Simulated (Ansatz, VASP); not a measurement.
## Na3TeBr: VASP beside Ansatz

```
CELL_PARAMETERS angstrom
6.46000 0.00000 0.00000
0.00000 6.46000 0.00000
0.00000 0.00000 6.46000
ATOMIC_POSITIONS crystal
Br 0.00000 0.00000 0.00000
Te 0.50000 0.50000 0.50000
Na 0.50000 0.50000 0.00000
Na 0.50000 0.00000 0.50000
Na 0.00000 0.50000 0.50000
```

The cell comes from a database or a generator and needn't be the stable form of this composition.

Alike in both runs: task single point; functional PBE; k mesh 4 × 4 × 4; occupations gaussian, width 0.05 eV; no spin polarisation.

|  | VASP | Ansatz |
| --- | --- | --- |
| version | VASP 6.6.1 | Ansatz 0.2.0 |
| potentials or method | VASP PAW PBE potentials, release 64 (Br, Te, Na_pv) | scalar-relativistic, plane waves, PAW |
| plane-wave cutoff (eV) | 520 | 420 |
| valence electrons in the cell | 34 | 50 |

|  | VASP | Ansatz | Ansatz less VASP |
| --- | --- | --- | --- |
| gap on the k mesh at the Fermi level (eV) | 2.03 | 2.03 | +0.002 |
| least direct gap on the mesh (eV) | 2.03 | 2.03 | +0.002 |
| pressure (GPa) | -2.1 | -2.1 | 0.00 |

The two sets of potentials don't hold the same shells in valence.

Caveats: spin-orbit coupling is left out, which moves the levels of the heavy elements. A k mesh can miss the band edges. As with any semilocal functional, this PBE gap is likely too small.
